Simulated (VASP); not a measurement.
## ZnAu: how cutoff and mesh change the relaxed cell

How far does the relaxed cell of ZnAu depend on cutoff and k mesh? The starting structure is a measured crystal structure from the Crystallography Open Database. The first relaxation on each setting starts from this cell expanded by 3 % in volume.

Main program and level: VASP 6.6.1; Kohn-Sham DFT with plane waves and PAW; PBEsol.

## Step 1: The starting structure

The structure is cubic, space group Pm-3m (No. 221). Conventional cell: a = 3.147 Å, b = 3.147 Å, c = 3.147 Å, α = 90.00°, β = 90.00°, γ = 90.00°. Au has 8 Zn at 2.73 Å nearest. Nearest to Zn lie 8 Au at 2.73 Å. Farther neighbours are not listed.

## Step 2: Reference relaxation

This run starts from the cell of an earlier relaxation, which isn't shown; the restart sets up the plane waves anew.

Contents of INCAR:

```
SYSTEM = ZnAu
PREC = Accurate
ENCUT = 450
EDIFF = 1E-06
NELM = 100
ISMEAR = 1
SIGMA = 0.15
LREAL = .FALSE.
ALGO = Normal
GGA = PS
NBANDS = 17
LORBIT = 11
LWAVE = .FALSE.
LCHARG = .FALSE.
KPAR = 4
IBRION = 2
NSW = 50
ISIF = 3
EDIFFG = -0.006
```

Contents of POSCAR:

```
ZnAu
1.0
    3.1296910013      0.0000000000      0.0000000000
    0.0000000000      3.1296910013      0.0000000000
    0.0000000000      0.0000000000      3.1296910013
Au Zn
1 1
Direct
    0.0000000000      0.0000000000      0.0000000000
    0.5000000000      0.5000000000      0.5000000000
```

Contents of KPOINTS:

```
Automatic mesh
0
Gamma
14 14 14
0 0 0
```

The projector-augmented-wave data sets are Au and Zn (PBE family, release 64).

Launch:

```sh
$ mpirun -np 4 vasp_std
```

The log of the run:

```text
[banner, memory and clock lines left out]
running    4 mpi-ranks, on    1 nodes
 distrk:  each k-point on    1 cores,    4 groups
 distr:  one band on    1 cores,    1 groups

 POSCAR found type information on POSCAR AuZn
 POSCAR found :  2 types and       2 ions
|                                                                             |
|               ----> ADVICE to this user running VASP <----                  |
|                                                                             |
|     You enforced a specific xc type in the INCAR file but a different       |
|     [... a line on the potential file left out ...]
|     I HOPE YOU KNOW WHAT YOU ARE DOING!                                     |
|                                                                             |

 LDA part: xc-table for (Slater+PW92), standard interpolation
 POSCAR, INCAR and KPOINTS ok, starting setup
 FFT: planning ... GRIDC
 FFT: planning ... GRID_SOFT
 FFT: planning ... GRID
 WAVECAR not read
 entering main loop
       N       E                     dE             d eps       ncg     rms          rms(c)
DAV:   1     0.112280868020E+03    0.11228E+03   -0.10679E+04  4312   0.158E+03
DAV:   2    -0.244296014865E+01   -0.11472E+03   -0.11029E+03  4203   0.292E+02
DAV:   3    -0.649586721068E+01   -0.40529E+01   -0.40293E+01  4601   0.623E+01
DAV:   4    -0.652698330214E+01   -0.31116E-01   -0.31108E-01  4588   0.470E+00
DAV:   5    -0.652731187336E+01   -0.32857E-03   -0.32856E-03  4670   0.520E-01    0.913E+00
DAV:   6    -0.598791318105E+01    0.53940E+00   -0.16250E+00  4333   0.152E+01    0.558E+00
DAV:   7    -0.595829259650E+01    0.29621E-01   -0.38173E-02  5748   0.363E+00    0.296E+00
DAV:   8    -0.594818810857E+01    0.10104E-01   -0.78161E-03  4453   0.985E-01    0.125E-01
DAV:   9    -0.594820616309E+01   -0.18055E-04   -0.38687E-04  4925   0.258E-01    0.635E-02
DAV:  10    -0.594821173661E+01   -0.55735E-05   -0.29564E-05  5116   0.681E-02    0.189E-02
DAV:  11    -0.594821173190E+01    0.47107E-08   -0.44464E-06  4220   0.354E-02
   1 F= -.59482117E+01 E0= -.59477106E+01  d E =-.594821E+01
 curvature:   0.00 expect dE= 0.000E+00 dE for cont linesearch  0.000E+00
 trial: gam= 0.00000 g(F)=  0.000E+00 g(S)=  0.561E-04 ort = 0.000E+00 (trialstep = 0.100E+01)
 search vector abs. value=  0.561E-04
 bond charge predicted
       N       E                     dE             d eps       ncg     rms          rms(c)
DAV:   1    -0.594940404551E+01   -0.11923E-02   -0.15802E-02  4304   0.222E+00    0.230E-01
DAV:   2    -0.594827968418E+01    0.11244E-02   -0.31985E-03  4640   0.129E+00    0.799E-02
DAV:   3    -0.594821298414E+01    0.66700E-04   -0.12738E-04  4156   0.117E-01    0.520E-02
DAV:   4    -0.594819422200E+01    0.18762E-04   -0.88405E-06  5794   0.100E-01    0.208E-02
DAV:   5    -0.594819006292E+01    0.41591E-05   -0.41344E-06  4537   0.249E-02    0.176E-03
DAV:   6    -0.594818999842E+01    0.64502E-07   -0.37364E-07  2087   0.817E-03
   2 F= -.59481900E+01 E0= -.59476867E+01  d E =0.217335E-04
 trial-energy change:    0.000022  1 .order    0.000008   -0.000056    0.000073
 step:   0.3031(harm=  0.4359)  dis= 0.00000  next Energy=    -5.948220 (dE=-0.813E-05)
 bond charge predicted
       N       E                     dE             d eps       ncg     rms          rms(c)
DAV:   1    -0.594880785750E+01   -0.61779E-03   -0.77083E-03  4299   0.156E+00    0.160E-01
DAV:   2    -0.594826379231E+01    0.54407E-03   -0.15468E-03  4637   0.889E-01    0.565E-02
DAV:   3    -0.594822977926E+01    0.34013E-04   -0.61054E-05  4127   0.795E-02    0.367E-02
DAV:   4    -0.594821926423E+01    0.10515E-04   -0.42714E-06  4927   0.704E-02    0.140E-02
DAV:   5    -0.594821667771E+01    0.25865E-05   -0.23047E-06  3674   0.167E-02    0.124E-03
DAV:   6    -0.594821673707E+01   -0.59361E-07   -0.21398E-07  2071   0.633E-03
   3 F= -.59482167E+01 E0= -.59477149E+01  d E =-.500517E-05
 curvature:  -0.21 expect dE=-0.202E-06 dE for cont linesearch -0.202E-06
 trial: gam= 0.00000 g(F)=  0.272E-65 g(S)=  0.982E-06 ort =-0.742E-05 (trialstep = 0.861E+00)
 search vector abs. value=  0.982E-06
 reached required accuracy - stopping structural energy minimisation
```

Elapsed: 27 s, on 4 MPI ranks of AMD EPYC 7R43, shared host; peak memory 0.58 GiB.

The logs omit lines about the potential files and the build; timing stands in the text.

From OUTCAR (step 2):

```text
ion  position               nearest neighbor table
   1  0.000  0.000  0.000-   2 2.71   2 2.71   2 2.71   2 2.71   2 2.71   2 2.71   2 2.71   2 2.71

  LATTYP: Found a simple cubic cell.
 ALAT       =     3.1296910013

 Subroutine GETGRP returns: Found 48 space group operations
 (whereof 48 operations were pure point group operations)

The static configuration has the point symmetry O_h .

 Found    120 irreducible k-points:

   k-points           NKPTS =    120   k-points in BZ     NKDIM =    120   number of bands    NBANDS=     17

   dimension x,y,z NGX =    24 NGY =   24 NGZ =   24
   dimension x,y,z NGXF=    48 NGYF=   48 NGZF=   48

   ENCUT  =  450.0 eV  33.07 Ry    5.75 a.u.   5.41  5.41  5.41*2*pi/ulx,y,z

   NELECT =      23.0000    total number of electrons

 k-points in reciprocal lattice and weights: Automatic mesh
   0.00000000  0.00000000  0.00000000       0.000
   0.07142857  0.00000000  0.00000000       0.002
   0.14285714  0.00000000  0.00000000       0.002
   0.21428571  0.00000000  0.00000000       0.002
   0.28571429  0.00000000  0.00000000       0.002
   0.35714286  0.00000000  0.00000000       0.002
   0.42857143  0.00000000  0.00000000       0.002
   0.50000000  0.00000000  0.00000000       0.001
   0.07142857  0.07142857  0.00000000       0.004
[...]
0.50000000  0.50000000  0.42857143       0.002
   0.50000000  0.50000000  0.50000000       0.000

 average (electrostatic) potential at core
       1 -67.0094       2 -32.4823

 E-fermi :   7.1077

 k-point     1 :       0.0000    0.0000    0.0000
  band No.  band energies     occupation
    ...
      7       1.6482      2.00000
      8       1.6482      2.00000
      9       3.3685      2.00000
     10       3.3685      2.00000
     11       3.3685      2.00000
     12      12.1038      0.00000
     13      12.1038      0.00000
     14      12.1038      0.00000
     15      16.1637      0.00000
     16      19.3722      0.00000
    ...

 k-point     2 :       0.0714    0.0000    0.0000
  band No.  band energies     occupation
    ...
      7       1.6319      2.00000
      8       1.6729      2.00000
      9       3.2958      2.00000
     10       3.2958      2.00000
     11       3.3604      2.00000
     12      11.3759      0.00000
     13      12.2796      0.00000
     14      12.2796      0.00000
     15      16.6225      0.00000
     16      19.2691      0.00000
    ...

 k-point     3 :       0.1429    0.0000    0.0000
  band No.  band energies     occupation
    ...
      7       1.5847      2.00000
      8       1.7422      2.00000
      9       3.1010      2.00000
     10       3.1010      2.00000
     11       3.3375      2.00000
     12       9.9182     -0.00000
     13      12.7839      0.00000
     14      12.7839      0.00000
     15      17.1992      0.00000
     16      18.9890      0.00000
    ...

  Total        0.0036832      0.0036832      0.0036832      0.0000000     -0.0000000      0.0000000
  in kB        0.1926178      0.1926178      0.1926178      0.0000000     -0.0000000      0.0000000
  external PRESSURE =       0.1926178 kB  Pullay stress =       0.0000000 kB

  energy-cutoff  :      450.00
  volume of cell :       30.64
      direct lattice vectors                 reciprocal lattice vectors
     3.129053822  0.000000000  0.000000000     0.319585426 -0.000000000  0.000000000
     0.000000000  3.129053822  0.000000000    -0.000000000  0.319585426  0.000000000
    -0.000000000 -0.000000000  3.129053822    -0.000000000  0.000000000  0.319585426

 POSITION                                       TOTAL-FORCE (eV/Angst)
 -----------------------------------------------------------------------------------
      0.00000      0.00000      0.00000         0.000000      0.000000      0.000000
      1.56453      1.56453      1.56453        -0.000000     -0.000000      0.000000
 -----------------------------------------------------------------------------------
    total drift:                                0.000000      0.000000     -0.000000

  FREE ENERGIE OF THE ION-ELECTRON SYSTEM (eV)
  ---------------------------------------------------
  free  energy   TOTEN  =        -5.9482167371 eV

  energy  without entropy=       -5.9467112402  energy(sigma->0) =       -5.94771490

 reached required accuracy - stopping structural energy minimisation

 total charge
# of ion       s       p       d       tot
------------------------------------------
    1        0.620   0.408   8.702   9.729
    2        0.528   0.466   9.771  10.765
--------------------------------------------------
tot          1.148   0.875  18.472  20.495

[... 3 further parts left out ...]
```

CONTCAR:

```
ZnAu
   1.00000000000000
     3.1290538222702149    0.0000000000000000    0.0000000000000000
     0.0000000000000000    3.1290538222702149    0.0000000000000000
    -0.0000000000000000   -0.0000000000000000    3.1290538222702149
  Au              Zn
     1     1
Direct
     0.0000000000000000    0.0000000000000000    0.0000000000000000
     0.5000000000000000    0.5000000000000000    0.5000000000000000
```

This run has no spin polarisation. Its electron count is odd, so without a moment it is a metal by construction. The PAW data sets were made with PBE, which is usual practice but a small mismatch for other functionals. The run keeps the 48 symmetry operations of its start, so it cannot find a distortion of lower symmetry.

The reference relaxation ends at 15.318 Å³ an atom. Pressures at 0.985 and 1.015 times this volume, from two more relaxations that aren't shown, give a bulk modulus of 142.6 GPa.

## Step 3: Relaxation with a cutoff of 280 eV

Against step 2 the input has ENCUT = 280. This run starts from the cell of an earlier relaxation, which isn't shown; the restart sets up the plane waves anew.

INCAR, as its differences from that of step 2:

```diff
@@ -2,3 +2,3 @@
 PREC = Accurate
-ENCUT = 450
+ENCUT = 280
 EDIFF = 1E-06
```

Contents of POSCAR:

```
ZnAu
1.0
    3.1261430007      0.0000000000      0.0000000000
    0.0000000000      3.1261430007      0.0000000000
    0.0000000000      0.0000000000      3.1261430007
Au Zn
1 1
Direct
    0.0000000000      0.0000000000      0.0000000000
    0.5000000000      0.5000000000      0.5000000000
```

KPOINTS is that of step 2.

Launch:

```sh
$ mpirun -np 4 vasp_std
```

The log of the run:

```text
[banner, memory and clock lines left out]
running    4 mpi-ranks, on    1 nodes
[...]
[... a notice as in an earlier step ...]

 LDA part: xc-table for (Slater+PW92), standard interpolation
 POSCAR, INCAR and KPOINTS ok, starting setup
[...]
entering main loop
       N       E                     dE             d eps       ncg     rms          rms(c)
DAV:   1     0.797207337381E+02    0.79721E+02   -0.79861E+03  4408   0.111E+03
DAV:   2    -0.424527155349E+01   -0.83966E+02   -0.80708E+02  4189   0.224E+02
DAV:   3    -0.651391141049E+01   -0.22686E+01   -0.22605E+01  4723   0.434E+01
DAV:   4    -0.652756582614E+01   -0.13654E-01   -0.13652E-01  4575   0.297E+00
[...]
DAV:   9    -0.595728781154E+01    0.23161E-05   -0.29282E-04  4953   0.273E-01    0.632E-02
DAV:  10    -0.595729501933E+01   -0.72078E-05   -0.32754E-05  4796   0.650E-02    0.193E-02
DAV:  11    -0.595729503218E+01   -0.12853E-07   -0.29365E-06  3826   0.273E-02
   1 F= -.59572950E+01 E0= -.59567856E+01  d E =-.595730E+01
[...]
DAV:   4    -0.595725281327E+01    0.13576E-03   -0.63180E-05  5605   0.259E-01    0.534E-02
DAV:   5    -0.595722340059E+01    0.29413E-04   -0.27241E-05  4654   0.568E-02    0.467E-03
DAV:   6    -0.595722325711E+01    0.14348E-06   -0.25330E-06  3354   0.218E-02
   2 F= -.59572233E+01 E0= -.59567102E+01  d E =0.717751E-04
 trial-energy change:    0.000072  1 .order    0.000032   -0.000395    0.000459
 step:   0.3958(harm=  0.4625)  dis= 0.00000  next Energy=    -5.957371 (dE=-0.758E-04)
[...]
N       E                     dE             d eps       ncg     rms          rms(c)
DAV:   1    -0.596047617945E+01   -0.32528E-02   -0.40248E-02  4285   0.339E+00    0.365E-01
DAV:   2    -0.595761132868E+01    0.28649E-02   -0.78291E-03  4593   0.184E+00    0.131E-01
DAV:   3    -0.595742998833E+01    0.18134E-03   -0.29226E-04  4131   0.164E-01    0.854E-02
DAV:   4    -0.595737531754E+01    0.54671E-04   -0.25582E-05  5554   0.155E-01    0.282E-02
DAV:   5    -0.595736561328E+01    0.97043E-05   -0.93687E-06  4414   0.302E-02    0.263E-03
DAV:   6    -0.595736574652E+01   -0.13325E-06   -0.66523E-07  2096   0.114E-02
   3 F= -.59573657E+01 E0= -.59568545E+01  d E =-.707143E-04
[...]
reached required accuracy - stopping structural energy minimisation
```

Elapsed: 9.8 s, on 4 MPI ranks; peak memory 0.45 GiB; 37 s of CPU time.

OUTCAR, selected parts (step 3):

```text
  Total        0.0035455      0.0035455      0.0035455      0.0000000     -0.0000000      0.0000000
  in kB        0.1863308      0.1863308      0.1863308      0.0000000     -0.0000000      0.0000000
  external PRESSURE =       0.1863308 kB  Pullay stress =       0.0000000 kB

 POSITION                                       TOTAL-FORCE (eV/Angst)
 -----------------------------------------------------------------------------------
      0.00000      0.00000      0.00000        -0.000000     -0.000000      0.000000
      1.56197      1.56197      1.56197         0.000000      0.000000      0.000000
 -----------------------------------------------------------------------------------
    total drift:                                0.000000     -0.000000      0.000000

  FREE ENERGIE OF THE ION-ELECTRON SYSTEM (eV)
  ---------------------------------------------------
  free  energy   TOTEN  =        -5.9573657465 eV

  energy  without entropy=       -5.9558321430  energy(sigma->0) =       -5.95685455

[... 2 parts as in an earlier step ...]

[... 2 further parts left out ...]
[key lines of the parts left out:]
E-fermi :   7.1734
```

With a cutoff of 280 eV the cell ends at 15.243 Å³ an atom, -0.49 % from the reference; the bulk modulus is 145.2 GPa against 142.6 GPa.

## Step 4: Relaxation with an 8×8×8 mesh

Against step 2 the input has an 8×8×8 mesh. This run starts from the cell of an earlier relaxation, which isn't shown; the restart sets up the plane waves anew.

INCAR, as its differences from that of step 3:

```diff
@@ -2,3 +2,3 @@
 PREC = Accurate
-ENCUT = 280
+ENCUT = 450
 EDIFF = 1E-06
```

Contents of POSCAR:

```
ZnAu
1.0
    3.1321161305      0.0000000000      0.0000000000
    0.0000000000      3.1321161305      0.0000000000
    0.0000000000      0.0000000000      3.1321161305
Au Zn
1 1
Direct
    0.0000000000      0.0000000000      0.0000000000
    0.5000000000      0.5000000000      0.5000000000
```

Contents of KPOINTS:

```
Automatic mesh
0
Gamma
8 8 8
0 0 0
```

Launch:

```sh
$ mpirun -np 4 vasp_std
```

The log of the run:

```text
[... set-up lines as in an earlier step ...]
 entering main loop
       N       E                     dE             d eps       ncg     rms          rms(c)
DAV:   1     0.119729772080E+03    0.11973E+03   -0.10415E+04  1222   0.159E+03
DAV:   2    -0.218938181583E+01   -0.12192E+03   -0.11709E+03  1207   0.302E+02
DAV:   3    -0.649280333328E+01   -0.43034E+01   -0.42814E+01  1360   0.650E+01
DAV:   4    -0.652373168871E+01   -0.30928E-01   -0.30921E-01  1367   0.476E+00
[...]
DAV:   9    -0.595652505802E+01   -0.17918E-04   -0.35613E-04  1456   0.255E-01    0.600E-02
DAV:  10    -0.595653130527E+01   -0.62473E-05   -0.26768E-05  1483   0.648E-02    0.178E-02
DAV:  11    -0.595653137401E+01   -0.68738E-07   -0.39486E-06  1216   0.317E-02
   1 F= -.59565314E+01 E0= -.59571425E+01  d E =-.595653E+01
[...]
N       E                     dE             d eps       ncg     rms          rms(c)
DAV:   1    -0.595741493708E+01   -0.88363E-03   -0.11866E-02  1260   0.191E+00    0.198E-01
[...]
DAV:   4    -0.595651878044E+01    0.13749E-04   -0.66395E-06  1605   0.856E-02    0.181E-02
DAV:   5    -0.595651574349E+01    0.30370E-05   -0.31955E-06  1244   0.216E-02    0.154E-03
DAV:   6    -0.595651568605E+01    0.57439E-07   -0.29533E-07   617   0.727E-03
   2 F= -.59565157E+01 E0= -.59571332E+01  d E =0.156880E-04
 trial-energy change:    0.000016  1 .order    0.000006   -0.000042    0.000054
 step:   0.3072(harm=  0.4374)  dis= 0.00000  next Energy=    -5.956537 (dE=-0.612E-05)
[...]
N       E                     dE             d eps       ncg     rms          rms(c)
DAV:   1    -0.595696856941E+01   -0.45283E-03   -0.57227E-03  1250   0.134E+00    0.137E-01
DAV:   2    -0.595657019369E+01    0.39838E-03   -0.11521E-03  1351   0.758E-01    0.484E-02
DAV:   3    -0.595654499394E+01    0.25200E-04   -0.46799E-05  1223   0.689E-02    0.315E-02
DAV:   4    -0.595653724218E+01    0.77518E-05   -0.29604E-06  1210   0.595E-02    0.122E-02
DAV:   5    -0.595653524847E+01    0.19937E-05   -0.20435E-06   940   0.153E-02    0.118E-03
DAV:   6    -0.595653529676E+01   -0.48291E-07   -0.21106E-07   604   0.633E-03
   3 F= -.59565353E+01 E0= -.59571484E+01  d E =-.392275E-05
[...]
reached required accuracy - stopping structural energy minimisation
```

Wall time 7 s (4 MPI ranks); peak memory 0.46 GiB; 26 s of CPU time.

OUTCAR, selected parts (step 4):

```text
  Total        0.0035638      0.0035638      0.0035638     -0.0000000     -0.0000000      0.0000000
  in kB        0.1859288      0.1859288      0.1859288     -0.0000000     -0.0000000      0.0000000
  external PRESSURE =       0.1859288 kB  Pullay stress =       0.0000000 kB

 POSITION                                       TOTAL-FORCE (eV/Angst)
 -----------------------------------------------------------------------------------
      0.00000      0.00000      0.00000         0.000000      0.000000      0.000000
      1.56578      1.56578      1.56578        -0.000000      0.000000      0.000000
 -----------------------------------------------------------------------------------
    total drift:                                0.000000      0.000000     -0.000000

  FREE ENERGIE OF THE ION-ELECTRON SYSTEM (eV)
  ---------------------------------------------------
  free  energy   TOTEN  =        -5.9565352968 eV

  energy  without entropy=       -5.9583746838  energy(sigma->0) =       -5.95714843

[... 1 part as in an earlier step ...]

[... 3 further parts left out ...]
[key lines of the parts left out:]
E-fermi :   6.9135
```

With an 8×8×8 mesh the cell ends at 15.355 Å³ an atom, +0.24 % from the reference; the bulk modulus is 142.8 GPa against 142.6 GPa.

(Part 1 of 2 ends here.)

[Lines on the potential files, build, host, timing and source positions are cut from VASP's logs without a mark.]

[Logs are printed without paths, hosts, clocks, repeated set-up lines and the standing remarks that a program may print on its own settings, such as how far it seeks lower states.]

[Hosts, paths, dates, database ids (printed as entryN), source tags and the programs' standing remarks are cut or masked in the printed files.]
